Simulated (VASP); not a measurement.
# Si under uniaxial stress along [111]

Strain engineering needs slopes: what does uniaxial stress along [111] do to the lattice and the band edges of Si?

Calculated with VASP 6.6.1; LDA; plane waves and PAW (Si), in the first sound run; inputs show where later runs differ.

Most raw output is cut from this account.

### 1. The starting structure

Symmetry: Fd-3m, No. 227, cubic system. Conventional cell: a = 5.431 Å, b = 5.431 Å, c = 5.431 Å, α = 90.00°, β = 90.00°, γ = 90.00°. Si has 4 Si at 2.35 Å nearest.

As a file:

```
Si
1.0
     0.00000    2.71550    2.71550
     2.71550    0.00000    2.71550
     2.71550    2.71550    0.00000
Si
2
Direct
  0.00000 0.00000 0.00000
  0.25000 0.25000 0.25000
```

### 2. Relax the crystal, LDA

The series starts from the cell that this level prefers, so that zero strain is near zero stress.

This step took 2 runs in a row; the last is shown.

Level: LDA; plane waves and PAW (Si).

The input, INCAR:

```
SYSTEM = Si
PREC = Accurate
ENCUT = 450
EDIFF = 1E-07
NELM = 120
ISMEAR = 0
SIGMA = 0.02
LREAL = .FALSE.
ALGO = Normal
GGA = CA
NBANDS = 10
LORBIT = 11
LWAVE = .FALSE.
LCHARG = .FALSE.
KPAR = 8
IBRION = 2
NSW = 40
ISIF = 3
EDIFFG = -0.005
POTIM = 0.4
```

The input, POSCAR:

```
Si
1.0
    0.0000000000      2.7014008244      2.7014008244
    2.7014008244      0.0000000000      2.7014008244
    2.7014008244      2.7014008244      0.0000000000
Si
2
Direct
    0.0000000000      0.0000000000      0.0000000000
    0.2500000000      0.2500000000      0.2500000000
```

The input, KPOINTS:

```
Automatic mesh
0
Gamma
10 10 10
0 0 0
```

PAW data sets: Si (LDA family, release 64).

Launch:

```sh
> mpirun -np 8 vasp_std
```

Run time: 5.8 s. Hardware: 8 MPI ranks of Intel Xeon Platinum 8488C (Sapphire Rapids), shared host; peak memory 1.1 GiB; 21 s of CPU time.

This run gave:

```
energy(sigma→0) of the program : -11.9190 eV
stress, compression positive   : 0.00 along [111], 0.00 across it (mean), GPa
volume                         : 39.427 Å³
ionic steps                    : 1
```

### 3. Strain across the axis, LDA

One member in full: the axis is strained by 2 %, and the two directions across it are strained alike until their mean stress is under 0.012 GPa or five steps are spent.

Level: LDA; plane waves and PAW (Si).

Edit INCAR of step 2 so:

```diff
@@ -14,7 +14,7 @@
 LCHARG = .FALSE.
-KPAR = 8
-IBRION = 2
-NSW = 40
-ISIF = 3
-EDIFFG = -0.005
-POTIM = 0.4
+KPAR = 2
+IBRION = 1
+NSW = 25
+ISIF = 2
+EDIFFG = -0.004
+POTIM = 0.3
```

The input, POSCAR:

```
Si
1.0
    0.0425020400      2.7341778210      2.7341778210
    2.7341778210      0.0425020400      2.7341778210
    2.7341778210      2.7341778210      0.0425020400
Si
2
Direct
    0.0000000000      0.0000000000      0.0000000000
    0.2500000000      0.2500000000      0.2500000000
```

KPOINTS is that of step 2.

Launch:

```sh
> mpirun -np 2 vasp_std
```

Wall time 28 s (2 MPI ranks); peak memory 0.27 GiB.

Numbers from this step:

```
energy(sigma→0) of the program : -11.9103 eV
stress, compression positive   : -3.55 along [111], 0.00 across it (mean), GPa
ionic steps                    : 3
```

### 4. Band edges, TB-mBJ with spin-orbit coupling

Short lines in KPOINTS_OPT sample the zone centre along and across the axis, for masses, and the other valleys.

Level: TB-mBJ, spin-orbit coupling; plane waves and PAW (Si).

TB-mBJ has no energy functional, so the total energy, stress and pressure in this output mean nothing.

The input, INCAR:

```
SYSTEM = Si
PREC = Accurate
ENCUT = 450
EDIFF = 1E-06
NELM = 150
ISMEAR = 0
SIGMA = 0.02
LREAL = .FALSE.
ALGO = Normal
METAGGA = MBJ
LASPH = .TRUE.
LNONCOLLINEAR = .TRUE.
MAGMOM = 0 0 0 0 0 0
NBANDS = 18
GGA_COMPAT = .FALSE.
LSORBIT = .TRUE.
LWAVE = .FALSE.
LCHARG = .FALSE.
KPAR = 2
```

The input, POSCAR:

```
Si
1.0
    0.0425020400      2.7341778210      2.7341778210
    2.7341778210      0.0425020400      2.7341778210
    2.7341778210      2.7341778210      0.0425020400
Si
2
Direct
    0.0009845452      0.0009845452      0.0009845452
    0.2490154548      0.2490154548      0.2490154548
```

The input, KPOINTS:

```
Automatic mesh
0
Gamma
8 8 8
0 0 0
```

The input, KPOINTS_OPT:

```
Line mode
6
Line-mode
Reciprocal
  0.00000000   0.00000000   0.00000000
  0.02531913   0.02531913   0.02531913

  0.00000000   0.00000000   0.00000000
 -0.01514600   0.01514600  -0.00000000

  0.31000000   0.31000000   0.00000000
  0.50000000   0.50000000   0.00000000

  0.00000000   0.31000000   0.31000000
  0.00000000   0.50000000   0.50000000

  0.45000000   0.45000000   0.45000000
  0.50000000   0.50000000   0.50000000

  0.45000000   0.00000000   0.00000000
  0.50000000   0.00000000   0.00000000

  0.42500000   0.42500000   0.00000000
  0.42533822   0.44675790   0.02175790

  0.50000000   0.50000000   0.50000000
  0.48485400   0.51514600   0.50000000
```

Launch:

```sh
> mpirun -np 2 vasp_ncl
```

It took 2.4 min on 2 MPI ranks; peak memory 0.58 GiB.

### 5. The whole series

LASPH is off in runs at LDA and on in runs at TB-mBJ.

Runs beyond LDA use the data sets made with LDA; this shifts their levels slightly, and their total energies have another zero (at TB-mBJ, which has no energy functional, they mean nothing).

The other members went through these steps as far as the tables show, with the same cutoff and, step by step, the same mesh; 21 runs are not shown. The session took 0.91 core hours (wall time by ranks) on a shared machine.

```
strain along the axis (%)  strain across the axis (%)  stress along the axis, tension positive (GPa)  energy above the unstrained row (meV/atom)  gap on the mesh, LDA (eV)
                   -2.000                       0.396                                         -3.660                                       4.530                      0.258
                   -1.500                       0.294                                         -2.750                                       2.545                      0.313
                   -1.000                       0.194                                         -1.827                                       1.131                      0.362
                   -0.500                       0.096                                         -0.912                                       0.284                      0.409
                        0                       0.000                                         -0.003                                       0.000                      0.453
                    0.500                      -0.090                                          0.904                                       0.270                      0.439
                    1.000                      -0.180                                          1.792                                       1.090                      0.422
                    1.500                      -0.270                                          2.674                                       2.452                      0.404
                    2.000                      -0.360                                          3.551                                       4.352                      0.384
```

Slopes at zero strain, from cubics through all rows: strain ratio -0.186, stress over strain 181 GPa.

Band edges at TB-mBJ with spin-orbit coupling, counted from the valence-band top at Γ, spin-orbit pairs averaged, with one row partly withheld:

```
strain along the axis (%)  gap (eV)  conduction band at Γ (eV)  Δ or X valley along z (eV)  Δ or X valley along x (eV)  lowest conduction level at L, [111] (eV)  lowest conduction level at L, [-111] (eV)  second valence level below the top (eV)  third valence level below the top (eV)
                   -2.000     1.021                      2.953                       1.021                       1.021                                     1.890                                      2.224                                    0.234                                   0.267
                   -1.500     1.081                      3.016                       1.081                       1.081                                     1.988                                      2.238                                    0.170                                   0.203
                   -1.000     1.135                      3.076                       1.135                       1.135                                     2.082                                      2.248                                    0.109                                   0.144
                   -0.500     1.183                      3.134                       1.183                       1.183                                     2.173                                      2.256                                    0.050                                   0.088
                        0     1.221                      3.177                       1.220                       1.220                                     2.255                                      2.255                                    0.000                                   0.047
                    0.500     1.206                      3.126                       1.205                       1.205                                     2.286                                      2.203                                    0.022                                   0.084
                    1.000     1.188                      3.051                       1.187                       1.187                                         ?                                      2.151                                    0.027                                   0.138
                    1.500     1.167                      2.968                       1.167                       1.167                                     2.346                                      2.099                                    0.028                                   0.194
                    2.000     1.145                      2.878                       1.145                       1.145                                     2.376                                      2.046                                    0.029                                   0.250
```

Conduction masses, in electron masses:

```
strain along the axis (%)  L [111] mass, longitudinal  L [111] mass, transverse along [1-10]
                   -2.000                       1.878                                  0.151
                   -1.500                       1.865                                  0.151
                   -1.000                       1.867                                  0.151
                   -0.500                       1.880                                  0.151
                        0                       1.883                                  0.152
                    0.500                       1.886                                  0.152
                    1.000                       1.925                                  0.152
                    1.500                       1.900                                  0.152
                    2.000                       1.924                                  0.152
```

### 6. A fit to the known rows

The quantity to fit is the splitting of the lowest conduction levels at the L points ([111] less [-111]) at TB-mBJ with spin-orbit coupling: -0.334, -0.250, -0.167, -0.083, 0.000, 0.082, 0.247, 0.329 eV in the rows shown.

A least-squares parabola through the 8 rows shown, with d the strain along the axis less the strain across it, in %: E = 2.58e-6 d² + 0.1396 d + 2.78e-5 (eV), r.m.s. residual 6.1e-5 eV.

At d = 1.18 this predicts 0.1647 eV.

### 7. Checking the prediction

The calculation gives 0.1648 eV, so the prediction is 0.0001 eV too low.

The splitting is Ξu times 8/9 of d, with d as a fraction, so the linear term gives Ξu = 15.7 eV.

### 8. Summary of results

```json
{
 "Poisson ratio": "0.186",
 "Young's modulus along the axis": "181 GPa",
 "gap of the unstrained cell, TB-mBJ with spin-orbit coupling": "1.22 eV",
 "shear deformation potential Ξu of the lowest conduction levels at L": "15.7 eV",
 "error of the predicted row": "-0.1 meV"
}
```

As a check, the curvature of the energy gives 181 GPa for the same modulus (energy per volume = E/2 × strain²), 0 % from the slope of the stress. At TB-mBJ with spin-orbit coupling the lowest conduction valley is Δ or X throughout, and the gap runs between 1.02 and 1.22 eV. Hole masses are left out throughout, since the top bands are degenerate or cross in many series; of conduction masses, those of the Γ, L and (for Si and Ge under (001) strain) Δ valleys are kept where they change by under an eighth between rows. A measured gap of unstrained Si is 1.1 eV (arxiv:1111.5263, band gap, quoted experimental value, temperature not given); the static gaps here belong to the lattice relaxed at LDA. TB-mBJ is a potential fitted for gaps; it has no energy functional, so its total energies and forces mean nothing, and its bands tend to come out too narrow. Δ or X levels are the lowest on their line, refined by a parabola unless they lie at X; the gap is read from all points sampled and can differ from the lowest valley by some meV, or by tens of meV where strain moves the valence top off Γ. Temperature, zero-point motion and excitons are left out.

[Lines on the potential files, build, host, timing and source positions are cut from VASP's logs without a mark.]

[Logs are printed without paths, hosts, clocks, repeated set-up lines and the standing remarks that a program may print on its own settings, such as how far it seeks lower states.]

[Hosts, paths, dates, database ids (printed as entryN), source tags and the programs' standing remarks are cut or masked in the printed files.]

[In band tables of VASP the shares of atoms and orbitals are scaled to a sum of 1 inside the atoms' spheres.]
